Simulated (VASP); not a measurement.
# Ta4NiO11 (F-43m) in VASP: notebook, part 2 of 2

VASP 6.6.1.

### 4 Relaxation of cell and atoms, LDA, collinear spin, ferromagnetic start

INCAR

```
PREC     = Accurate       # precision mode
ENCUT    = 600            # plane-wave cutoff, eV
EDIFF    = 1E-7           # SCF threshold, eV
ISMEAR   = -1             # smearing method
SIGMA    = 0.05           # smearing width, eV
LREAL    = False          # projectors in reciprocal space
LASPH    = True           # aspherical terms in the spheres
NELM     = 150            # most SCF steps
ALGO     = Normal         # electronic algorithm
ISIF     = 3              # what is computed and relaxed
LWAVE    = False          # write WAVECAR
LCHARG   = False          # write CHGCAR
ISPIN    = 2              # spin polarisation
MAGMOM   = 0 0 0 0 1 0 0 0 0 0 0 0 0 0 0 0 # initial moments
LORBIT   = 11             # projections on sites
LMAXMIX  = 4              # l up to which the mixer works
IBRION   = 2              # ionic algorithm
NSW      = 40             # ionic steps
EDIFFG   = -0.02          # ionic threshold
KPAR     = 4
```

KPOINTS

```
regular mesh
0
Gamma
  5 5 5
```

POSCAR

```
Ta4NiO11
1.0
    0.0000000000      4.8671500000      4.8671500000
    4.8671500000      0.0000000000      4.8671500000
    4.8671500000      4.8671500000      0.0000000000
Ta Ni O
4 1 11
Direct
    0.6300700000      0.1098000000      0.6300700000
    0.6300700000      0.6300700000      0.6300700000
    0.1098000000      0.6300700000      0.6300700000
    0.6300700000      0.6300700000      0.1098000000
    0.0000000000      0.0000000000      0.0000000000
    0.2500000000      0.2500000000      0.2500000000
    0.8434600000      0.4696200000      0.8434600000
    0.8434600000      0.8434600000      0.8434600000
    0.4696200000      0.8434600000      0.8434600000
    0.8434600000      0.8434600000      0.4696200000
    0.3002300000      0.6997700000      0.6997700000
    0.6997700000      0.3002300000      0.3002300000
    0.6997700000      0.6997700000      0.3002300000
    0.3002300000      0.3002300000      0.6997700000
    0.3002300000      0.6997700000      0.3002300000
    0.6997700000      0.3002300000      0.6997700000
```

Potentials or basis: VASP PAW LDA potentials, release 64 (Ta_pv, Ni, O).

The run is started by

```
$ cat potpaw_LDA.64/Ta_pv/POTCAR potpaw_LDA.64/Ni/POTCAR potpaw_LDA.64/O/POTCAR > POTCAR
$ mpirun -np 4 vasp_std > vasp.out
```

Run time: 2.5 h. Hardware: 4 MPI ranks of AMD EPYC 7R13 (Zen 3), shared host; peak memory 0.8 GiB.

Results (log left out):

```
Free energy                                           : -152.1981 eV
Relaxed volume                                        : 13.66 Å³/atom
Relaxed cell                                          : a = 6.762 Å, b = 6.762 Å, c = 6.762 Å, α = 60.00°, β = 60.00°, γ = 60.00°
Space group after relaxing (to 0.05 Å)                : F-43m (No. 216)
Energy gained by relaxing                             : 41.8 meV/atom
Ionic steps                                           : 20
Pressure after relaxing                               : -0.2 GPa
Largest force after relaxing                          : 0.017 eV/Å
Band gap on the k mesh                                : none (metal or under the smearing width)
Net moment                                            : 2.12 μB per cell
Site moments                                          : Ta -0.02; Ni +1.00; O +0.95, +0.00 μB
Valence electrons inside the program's atomic spheres : Ta 8.98; Ni 8.64; O 4.66, 5.06, 5.08
```

Forces on the atoms (eV/Å):
```
Ta  -0.003  0.005 -0.003
Ta   0.003  0.003  0.003
Ta   0.005 -0.003 -0.003
Ta  -0.003 -0.003  0.005
Ni   0.000  0.000  0.000
O    0.000  0.000  0.000
O    0.004 -0.004  0.004
O   -0.005 -0.005 -0.005
O   -0.004  0.004  0.004
O    0.004  0.004 -0.004
O   -0.017 -0.001 -0.001
O    0.017  0.000  0.000
O   -0.001 -0.001 -0.017
O    0.000  0.000  0.017
O    0.000  0.017  0.000
O   -0.001 -0.017 -0.001
```

The path:
```csv
step,energy change (eV),largest force (eV/Å),pressure (GPa),volume (Å³)
1,0.0000,0.3810,-8.82,230.60
2,0.3959,1.8022,19.36,205.12
3,-0.5402,0.8074,2.63,218.61
4,-0.6272,0.5676,-0.54,221.59
5,-0.6273,0.5787,-0.39,221.42
6,-0.6304,0.9419,0.29,219.11
7,-0.6494,0.2407,0.37,220.21
8,-0.6493,0.2422,-0.36,220.29
9,-0.6494,0.2415,-0.08,220.24
10,-0.6635,0.0836,-0.31,219.60
11,-0.6652,0.0897,-0.41,219.29
12,-0.6665,0.0694,0.45,218.16
13,-0.6667,0.0611,0.34,218.48
14,-0.6667,0.0568,0.14,218.63
15,-0.6667,0.0578,0.10,218.59
16,-0.6667,0.0594,0.13,218.54
17,-0.6667,0.0602,0.17,218.51
18,-0.6678,0.0688,-0.04,218.45
19,-0.6678,0.0922,0.12,218.44
20,-0.6682,0.0173,-0.16,218.61
```

Final structure:
```xyz
16
Lattice="0.0002 4.7814 4.7814 4.7814 0.0002 4.7814 4.7814 4.7814 0.0002" Properties=species:S:1:pos:R:3 pbc="T T T"
Ta    3.5345    6.0285    3.5345
Ta    6.0286    6.0286    6.0286
Ta    6.0285    3.5345    3.5345
Ta    3.5345    3.5345    6.0285
Ni    0.0000    0.0000    0.0000
O     2.3908    2.3908    2.3908
O     6.2724    8.0721    6.2724
O     8.0722    8.0722    8.0722
O     8.0721    6.2724    6.2724
O     6.2724    6.2724    8.0721
O     6.7136    4.7816    4.7816
O     2.8495    4.7815    4.7815
O     4.7816    4.7816    6.7136
O     4.7815    4.7815    2.8495
O     4.7815    2.8495    4.7815
O     4.7816    6.7136    4.7816
```

Levels at points of the mesh, in eV from the Fermi level:
Spin up:
| k point | band 59 | band 60 | band 61 | band 62 | band 63 | band 64 |
| --- | --- | --- | --- | --- | --- | --- |
| (0.00, 0.00, 0.00) | -0.98 | -0.85 | -0.85 | -0.26 | -0.26 | 0.28 |
Spin down:
```csv
k point,band 55,band 56,band 57,band 58,band 59,band 60,band 61,band 62,band 63,band 64
"(0.00, 0.00, 0.00)",-0.38,-0.10,-0.10,-0.10,-0.05,-0.05,0.08,0.08,0.08,0.37
```

Caveat: a cell with one magnetic atom can't hold antiferromagnetic order, which such compounds often take; semilocal functionals often make such compounds metallic where correlation or magnetic order opens a gap, which also shifts bond lengths. Spin-orbit coupling is left out, which matters for the levels of Ta.

### 5 The reference run

An earlier run on the cell as given: functional PBE; potentials or basis VASP PAW PBE potentials, release 64 (Ta_pv, Ni, O); cutoff 520 eV; k mesh 5 × 5 × 5; occupations fermi-dirac, width 0.05 eV; collinear spin, ferromagnetic start; starting moments [0.0, 0.0, 0.0, 0.0, 1.0, 0.0, 0.0, 0.0, 0.0, 0.0, 0.0, 0.0, 0.0, 0.0, 0.0, 0.0] μB.

* Pressure: 0.2 GPa
* Largest force: 0.047 eV/Å
* Band gap on the k mesh: none (metal or under the smearing width)
* Net moment: 1.04 μB per cell
* Site moments: Ta -0.01; Ni +1.05; O -0.01, +0.00 μB
* Valence electrons inside the program's atomic spheres: Ta 8.83; Ni 8.61; O 4.70, 5.06, 5.09

### 6 Summary

| task | level | potentials or basis | cell | cutoff (eV) | gap on the mesh (eV) | pressure (GPa) | moment (μB) | relaxed volume (Å³/atom) | largest force (eV/Å) |
| --- | --- | --- | --- | --- | --- | --- | --- | --- | --- |
| relaxation of cell and atoms | PBE+TS | VASP PAW PBE potentials, release 64 (Ta_pv, Ni, O) | relaxed | 600 | none | 0.0 | 2.17 | 14.21 | 0.01 |
| relaxation of cell and atoms | PBE | VASP PAW PBE potentials, release 64 (Ta_pv, Ni, O) | relaxed | 600 | none | -0.1 | 1.07 | 14.41 | - |
| relaxation of cell and atoms | LDA | VASP PAW LDA potentials, release 64 (Ta_pv, Ni, O) | relaxed | 600 | none | -0.2 | 2.12 | 13.66 | 0.02 |
| single point | PBE | VASP PAW PBE potentials, release 64 (Ta_pv, Ni, O) | as given | 520 | none | 0.2 | 1.04 | - | 0.05 |

Alike in all rows: spin collinear, ferromagnetic start; k mesh 5 × 5 × 5; smearing fermi-dirac 0.05 eV.

Caveats: a cell with one magnetic atom can't hold antiferromagnetic order, which such compounds often take; semilocal functionals often make such compounds metallic where correlation or magnetic order opens a gap, which also shifts bond lengths; atom-pairwise D2, TS and ULG terms overbind metals (some runs); pairwise dispersion overbinds metals, which lowers pressure and volume (some runs).

Absolute energies hang on the potentials; compare differences alone.
